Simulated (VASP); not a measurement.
Output of a VASP run:

File OSZICAR:
```
       N       E                     dE             d eps       ncg     rms          rms(c)
DAV:   1     0.116229638635E+03    0.11623E+03   -0.82922E+03   980   0.127E+03
DAV:   2    -0.137561670713E+02   -0.12999E+03   -0.12801E+03   998   0.367E+02
DAV:   3    -0.215886888234E+02   -0.78325E+01   -0.75744E+01  1558   0.739E+01
DAV:   4    -0.217046528757E+02   -0.11596E+00   -0.11576E+00  1412   0.952E+00
DAV:   5    -0.217081006390E+02   -0.34478E-02   -0.34479E-02  1440   0.168E+00    0.103E+01
DAV:   6    -0.208019437339E+02    0.90616E+00   -0.44272E+00  1598   0.257E+01    0.384E+00
DAV:   7    -0.207400093431E+02    0.61934E-01   -0.86339E-02  1094   0.240E+00    0.208E+00
DAV:   8    -0.207141870546E+02    0.25822E-01   -0.37316E-02  1448   0.158E+00    0.223E-01
DAV:   9    -0.207137612532E+02    0.42580E-03   -0.33831E-03  1288   0.437E-01    0.942E-02
DAV:  10    -0.207137036813E+02    0.57572E-04   -0.25468E-04  1508   0.160E-01    0.906E-02
DAV:  11    -0.207137131775E+02   -0.94961E-05   -0.31351E-05  1206   0.398E-02    0.719E-02
DAV:  12    -0.207136922631E+02    0.20914E-04   -0.73024E-05  1178   0.382E-02    0.514E-03
DAV:  13    -0.207136925634E+02   -0.30023E-06   -0.34902E-06  1248   0.154E-02
   1 F= -.16698159E+02 E0= -.16697803E+02  d E =-.166982E+02
       N       E                     dE             d eps       ncg     rms          rms(c)
DAV:   1    -0.210702620632E+02   -0.35657E+00   -0.18022E+01  1136   0.696E+01    0.675E+00
DAV:   2    -0.204878897761E+02    0.58237E+00   -0.25386E+00  1354   0.241E+01    0.136E+00
DAV:   3    -0.204548593493E+02    0.33030E-01   -0.58587E-02  1366   0.259E+00    0.684E-01
DAV:   4    -0.204438989839E+02    0.10960E-01   -0.31258E-02  1266   0.153E+00    0.296E-01
DAV:   5    -0.204438714472E+02    0.27537E-04   -0.45548E-03  1632   0.738E-01    0.161E-01
DAV:   6    -0.204436968806E+02    0.17457E-03   -0.11913E-03  1494   0.354E-01    0.379E-02
DAV:   7    -0.204437029437E+02   -0.60632E-05   -0.77951E-05  1554   0.116E-01    0.169E-02
DAV:   8    -0.204436944647E+02    0.84790E-05   -0.51813E-05  1608   0.828E-02    0.273E-03
DAV:   9    -0.204436943817E+02    0.83030E-07   -0.61660E-07   628   0.106E-02
   2 F= -.16713187E+02 E0= -.16712796E+02  d E =-.150279E-01
       N       E                     dE             d eps       ncg     rms          rms(c)
DAV:   1    -0.207262996936E+02   -0.28261E+00   -0.36781E+00  1166   0.309E+01    0.318E+00
DAV:   2    -0.206057074197E+02    0.12059E+00   -0.91307E-01  1468   0.136E+01    0.536E-01
DAV:   3    -0.205966410574E+02    0.90664E-02   -0.30542E-02  1442   0.147E+00    0.333E-01
DAV:   4    -0.205939612819E+02    0.26798E-02   -0.72042E-03  1336   0.787E-01    0.133E-01
DAV:   5    -0.205939219295E+02    0.39352E-04   -0.87353E-04  1620   0.358E-01    0.575E-02
DAV:   6    -0.205938838294E+02    0.38100E-04   -0.21214E-04  1546   0.155E-01    0.169E-02
DAV:   7    -0.205938837523E+02    0.77197E-07   -0.34265E-06   936   0.131E-02
   3 F= -.16740068E+02 E0= -.16739650E+02  d E =-.419097E-01
```

### OUTCAR
```
------------------------ aborting loop because EDIFF is reached ----------------------------------------
  FORCE on cell =-STRESS in cart. coord.  units (eV):
  Direction    XX          YY          ZZ          XY          YZ          ZX
  --------------------------------------------------------------------------------------
  Total        3.8445770      3.8445770      3.8445770      0.0000000      0.0000000     -0.0000000
  in kB       99.7602839     99.7602839     99.7602839      0.0000000      0.0000000     -0.0000000
  external PRESSURE =      -0.2397161 kB  Pullay stress =     100.0000000 kB
  volume of cell :       61.74
      direct lattice vectors                 reciprocal lattice vectors
     3.952457041  0.000000000 -0.000000000     0.253007177 -0.000000000  0.000000000
     0.000000000  3.952457041  0.000000000     0.000000000  0.253007177  0.000000000
    -0.000000000 -0.000000000  3.952457041     0.000000000 -0.000000000  0.253007177
 POSITION                                       TOTAL-FORCE (eV/Angst)
 -----------------------------------------------------------------------------------
      0.00000      0.00000      0.00000         0.000000     -0.000000      0.000000
     -0.00000      1.97623      1.97623        -0.000000      0.000000      0.000000
      1.97623     -0.00000      1.97623         0.000000      0.000000      0.000000
      1.97623      1.97623     -0.00000         0.000000      0.000000      0.000000
 -----------------------------------------------------------------------------------
    total drift:                                0.000000     -0.000000      0.000000
  FREE ENERGIE OF THE ION-ELECTRON SYSTEM (eV)
  ---------------------------------------------------
  free  energy   TOTEN  =       -20.5938837523 eV

  energy  without entropy=      -20.5926273565  energy(sigma->0) =      -20.59346495
  enthalpy is  TOTEN    =       -16.7400684874 eV   P V=        3.8538152648

 reached required accuracy - stopping structural energy minimisation
```
(Selected blocks of OUTCAR.)

POSCAR:
```
Al3Sc
1
    4.0069871984     0.0000000000     0.0000000000
    0.0000000000     4.0069871984     0.0000000000
    0.0000000000     0.0000000000     4.0069871984
Sc Al
1 3
Direct
  0.0000000000   0.0000000000   0.0000000000
  0.0000000000   0.5000000000   0.5000000000
  0.5000000000   0.0000000000   0.5000000000
  0.5000000000   0.5000000000   0.0000000000
```

Task: Reconstruct the remaining input files.

Result: One answer among several that fit: the input of the run itself, PBEsol GGA, plane waves, VASP's PBE PAW potentials (set 64).

INCAR:
```
# general
SYSTEM  = Al3Sc
PREC    = Accurate
ENCUT   = 500
LREAL   = F
LASPH   = T

# electronic loop
EDIFF   = 1E-6
NELM    = 100
ALGO    = Normal
LMAXMIX = 4

# smearing
ISMEAR  = 1
SIGMA   = 0.1

# functional
GGA     = PS

# ions
IBRION  = 2
NSW     = 40
ISIF    = 3
EDIFFG  = -0.02
PSTRESS = 100

# output
LWAVE   = F
LCHARG  = F
```

File KPOINTS:
```
Automatic mesh
0
Gamma
8 8 8
0 0 0
```

POTCAR, in this order: Sc_sv Al (PBE.64 set). Program: vasp_std.

Energy and stress use the plane-wave basis of the starting cell.

The compound is Al3Sc in the L1_2 structure. This run relaxes it under an external pressure of 10 GPa. Symmetry was kept, so distortions that lower it aren't found.
